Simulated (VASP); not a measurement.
Calculation: LDA (Ceperley-Alder, Perdew-Zunger), VASP's LDA PAW potentials (set 64) (plane waves; VASP 6.6.1).

A VASP calculation is set up with these files.

**INCAR**
```
SYSTEM  =  SnTe
PREC  =  Accurate; ENCUT  =  400; LREAL  =  .FALSE.
LASPH  =  .TRUE.
EDIFF  =  1E-8; NELM  =  100; ALGO  =  Normal
LMAXMIX  =  4
ISMEAR  =  0; SIGMA  =  0.01
LWAVE  =  .FALSE.; LCHARG  =  .FALSE.
LEPSILON  =  .TRUE.
```

KPOINTS:
```
Automatic mesh
0
Gamma
7 7 7
0 0 0
```

### POSCAR
```
SnTe
1
    0.0000000000     3.1158694049     3.1158694049
    3.1158694049     0.0000000000     3.1158694049
    3.1158694049     3.1158694049     0.0000000000
Sn Te
1 1
Direct
  0.0000000000   0.0000000000   0.0000000000
  0.5000000000   0.5000000000   0.5000000000
```

POTCAR, in this order: Sn_d Te (LDA.64 set). Program: vasp_std.

The resulting files:

**OSZICAR**
```
...
RMM:  11    -0.106738393138E+02   -0.34352E-06   -0.23740E-04   512   0.520E-04
RMM:  12    -0.106738391256E+02    0.18814E-06   -0.21138E-04   409   0.464E-04
RMM:  13    -0.106738392593E+02   -0.13365E-06   -0.23961E-04   325   0.442E-04
RMM:  14    -0.106738391687E+02    0.90533E-07   -0.21629E-04   293   0.440E-04
RMM:  15    -0.106738392623E+02   -0.93550E-07   -0.23374E-04   266   0.438E-04
 Linear response to external field (no local field effect), progress :
  Direction:   2
       N       E                     dE             d eps       ncg     rms          rms(c)
RMM:   1    -0.105972067087E+02   -0.10597E+02   -0.74401E+01   721   0.112E+01
RMM:   2    -0.151795067809E+02   -0.45823E+01   -0.25535E-01  1014   0.271E+00
RMM:   3    -0.152140078247E+02   -0.34501E-01   -0.12321E-02  1047   0.580E-01
RMM:   4    -0.152141854940E+02   -0.17767E-03   -0.83194E-04  1055   0.152E-01
RMM:   5    -0.152141991057E+02   -0.13612E-04   -0.20639E-04  1075   0.494E-02
RMM:   6    -0.152142004942E+02   -0.13885E-05   -0.11655E-04  1066   0.175E-02
RMM:   7    -0.152142007969E+02   -0.30270E-06   -0.77793E-05  1064   0.564E-03
RMM:   8    -0.152142004063E+02    0.39062E-06   -0.61812E-05  1016   0.207E-03
RMM:   9    -0.152142009439E+02   -0.53757E-06   -0.16816E-04   825   0.850E-04
RMM:  10    -0.152142007218E+02    0.22204E-06   -0.21193E-04   564   0.514E-04
RMM:  11    -0.152142003432E+02    0.37859E-06   -0.25025E-04   465   0.458E-04
RMM:  12    -0.152142005910E+02   -0.24771E-06   -0.22011E-04   364   0.431E-04
RMM:  13    -0.152142006039E+02   -0.12909E-07   -0.25424E-04   297   0.427E-04
RMM:  14    -0.152142008346E+02   -0.23072E-06   -0.22491E-04   260   0.428E-04
 Linear response to external field (no local field effect), progress :
  Direction:   3
       N       E                     dE             d eps       ncg     rms          rms(c)
RMM:   1    -0.223062801400E+01   -0.22306E+01   -0.14238E+01   753   0.690E+00
RMM:   2    -0.344117999911E+01   -0.12106E+01   -0.83610E-02  1021   0.153E+00
RMM:   3    -0.345210169558E+01   -0.10922E-01   -0.54853E-03  1063   0.387E-01
RMM:   4    -0.345221969104E+01   -0.11800E-03   -0.40235E-04  1041   0.849E-02
RMM:   5    -0.345222399011E+01   -0.42991E-05   -0.12404E-04  1071   0.245E-02
RMM:   6    -0.345222436005E+01   -0.36994E-06   -0.10183E-04  1056   0.678E-03
RMM:   7    -0.345222423175E+01    0.12829E-06   -0.90151E-05  1041   0.247E-03
RMM:   8    -0.345222342650E+01    0.80526E-06   -0.73656E-05   910   0.102E-03
RMM:   9    -0.345222398450E+01   -0.55800E-06   -0.90923E-06   709   0.637E-04
RMM:  10    -0.345222404703E+01   -0.62529E-07    0.27941E-06   476   0.492E-04
RMM:  11    -0.345222398784E+01    0.59191E-07   -0.16067E-05   402   0.449E-04
RMM:  12    -0.345222399398E+01   -0.61466E-08   -0.50226E-06   341   0.435E-04
RMM:  13    -0.345222392547E+01    0.68516E-07   -0.19445E-05   298   0.429E-04
RMM:  14    -0.345222396541E+01   -0.39941E-07   -0.54096E-06   277   0.428E-04
 Linear response to external field, progress :
  Direction:   1
       N       E                     dE             d eps       ncg     rms          rms(c)
RMM:   1    -0.664510690633E+01   -0.66451E+01   -0.46295E+01  1457   0.954E+00
RMM:   2    -0.975085801210E+01   -0.31058E+01   -0.10423E-01  2028   0.230E+00    0.385E+00
RMM:   3    -0.958012497628E+01    0.17073E+00   -0.15748E-01  1728   0.297E+00    0.208E+00
RMM:   4    -0.971733475818E+01   -0.13721E+00   -0.19800E-01  1935   0.314E+00    0.537E-01
RMM:   5    -0.976607333861E+01   -0.48739E-01   -0.16456E-02  2079   0.955E-01    0.119E-01
RMM:   6    -0.976737972794E+01   -0.13064E-02   -0.14225E-03  2137   0.236E-01    0.781E-02
RMM:   7    -0.977120219842E+01   -0.38225E-02   -0.21306E-04  1962   0.873E-02    0.160E-02
RMM:   8    -0.977187918897E+01   -0.67699E-03   -0.15529E-04  1937   0.429E-02    0.767E-03
RMM:   9    -0.977178062737E+01    0.98562E-04    0.21557E-04  2152   0.143E-02    0.186E-03
RMM:  10    -0.977178943485E+01   -0.88075E-05   -0.10062E-05  2146   0.399E-03    0.462E-04
RMM:  11    -0.977178899495E+01    0.43990E-06    0.14974E-05  2255   0.109E-03    0.149E-04
RMM:  12    -0.977179051790E+01   -0.15230E-05    0.91537E-06  2182   0.329E-04    0.683E-05
RMM:  13    -0.977178994529E+01    0.57261E-06    0.16593E-06  1444   0.111E-04    0.220E-05
RMM:  14    -0.977178975271E+01    0.19258E-06   -0.70656E-08   586   0.567E-05    0.212E-06
 Linear response to external field, progress :
  Direction:   2
       N       E                     dE             d eps       ncg     rms          rms(c)
RMM:   1    -0.664473153513E+01   -0.66447E+01   -0.46292E+01  1461   0.956E+00
RMM:   2    -0.974956662377E+01   -0.31048E+01   -0.10361E-01  2027   0.230E+00    0.385E+00
RMM:   3    -0.957881072366E+01    0.17076E+00   -0.15768E-01  1728   0.298E+00    0.208E+00
RMM:   4    -0.971609408879E+01   -0.13728E+00   -0.19837E-01  1938   0.314E+00    0.537E-01
RMM:   5    -0.976505867774E+01   -0.48965E-01   -0.16559E-02  2081   0.958E-01    0.119E-01
RMM:   6    -0.976613614479E+01   -0.10775E-02   -0.14224E-03  2140   0.237E-01    0.781E-02
RMM:   7    -0.977000672492E+01   -0.38706E-02   -0.22769E-04  1968   0.877E-02    0.158E-02
RMM:   8    -0.977066388083E+01   -0.65716E-03   -0.27875E-04  1947   0.428E-02    0.761E-03
RMM:   9    -0.977057143059E+01    0.92450E-04   -0.22789E-04  2170   0.143E-02    0.190E-03
RMM:  10    -0.977058433178E+01   -0.12901E-04   -0.10281E-05  2137   0.399E-03    0.476E-04
RMM:  11    -0.977058425809E+01    0.73688E-07    0.37467E-06  2261   0.107E-03    0.144E-04
RMM:  12    -0.977058533992E+01   -0.10818E-05    0.79344E-06  2187   0.319E-04    0.691E-05
RMM:  13    -0.977058485573E+01    0.48419E-06   -0.11313E-06  1461   0.112E-04    0.214E-05
RMM:  14    -0.977058479456E+01    0.61174E-07    0.64107E-07   587   0.572E-05    0.192E-06
 Linear response to external field, progress :
  Direction:   3
       N       E                     dE             d eps       ncg     rms          rms(c)
RMM:   1    -0.664474776934E+01   -0.66447E+01   -0.46293E+01  1461   0.956E+00
RMM:   2    -0.974955973720E+01   -0.31048E+01   -0.10387E-01  2029   0.230E+00    0.385E+00
RMM:   3    -0.957880514673E+01    0.17075E+00   -0.15769E-01  1729   0.298E+00    0.208E+00
RMM:   4    -0.971609438334E+01   -0.13729E+00   -0.19845E-01  1936   0.314E+00    0.537E-01
RMM:   5    -0.976505357739E+01   -0.48959E-01   -0.16561E-02  2078   0.958E-01    0.119E-01
RMM:   6    -0.976612985405E+01   -0.10763E-02   -0.14199E-03  2134   0.237E-01    0.781E-02
RMM:   7    -0.976999830302E+01   -0.38684E-02   -0.19320E-04  1969   0.877E-02    0.158E-02
RMM:   8    -0.977065499520E+01   -0.65669E-03    0.79654E-06  1949   0.428E-02    0.762E-03
RMM:   9    -0.977056434906E+01    0.90646E-04    0.46996E-05  2164   0.143E-02    0.189E-03
RMM:  10    -0.977057750924E+01   -0.13160E-04   -0.12670E-06  2139   0.400E-03    0.474E-04
RMM:  11    -0.977057732092E+01    0.18832E-06    0.81666E-06  2267   0.108E-03    0.144E-04
RMM:  12    -0.977057841701E+01   -0.10961E-05    0.59317E-06  2194   0.319E-04    0.690E-05
RMM:  13    -0.977057797386E+01    0.44315E-06    0.12695E-06  1449   0.111E-04    0.206E-05
RMM:  14    -0.977057786356E+01    0.11030E-06   -0.52171E-08   585   0.570E-05    0.178E-06
```

### OUTCAR
```
------------------------ aborting loop because EDIFF is reached ----------------------------------------

 HEAD OF MICROSCOPIC STATIC DIELECTRIC TENSOR (INDEPENDENT PARTICLE, excluding Hartree and local field effects)
 ------------------------------------------------------
          59.517799    -0.000000    -0.000000
          -0.000000    59.517799     0.000000
           0.000000     0.000000    59.517799
 ------------------------------------------------------

 MACROSCOPIC STATIC DIELECTRIC TENSOR (including local field effects in DFT)
 ------------------------------------------------------
          57.494982     0.000000    -0.000000
          -0.000000    57.494982     0.000000
           0.000000     0.000000    57.494982
 ------------------------------------------------------

 PIEZOELECTRIC TENSOR (including local field effects)  for field in x, y, z        (e  Angst)
          XX          YY          ZZ          XY          YZ          ZX
  --------------------------------------------------------------------------------
  x     0.00000     0.00000     0.00000     0.00000     0.00000     0.00000
  y     0.00000     0.00000     0.00000     0.00000     0.00000     0.00000
  z     0.00000     0.00000     0.00000     0.00000     0.00000     0.00000

 PIEZOELECTRIC TENSOR (including local field effects)  for field in x, y, z        (C/m^2)
          XX          YY          ZZ          XY          YZ          ZX
  --------------------------------------------------------------------------------
  x     0.00000     0.00000     0.00000     0.00000     0.00000     0.00000
  y     0.00000     0.00000     0.00000     0.00000     0.00000     0.00000
  z     0.00000     0.00000     0.00000     0.00000     0.00000     0.00000

 BORN EFFECTIVE CHARGES (including local field effects) (in |e|, cummulative output)
 ---------------------------------------------------------------------------------
 ion    1
    1     7.48702     0.00000     0.00000
    2     0.00000     7.48702     0.00000
    3     0.00000     0.00000     7.48702
 ion    2
    1    -7.48702     0.00000     0.00000
    2     0.00000    -7.48702     0.00000
    3     0.00000     0.00000    -7.48702
```
(Selected blocks of OUTCAR.)

The dielectric response may not be converged in the k-mesh; for small gaps it tends to come out too large.

The structure comes from a computed database's SnTe entry (Fm-3m); how it stands against other phases isn't given here. It was relaxed first, which changed the volume by -6 %.
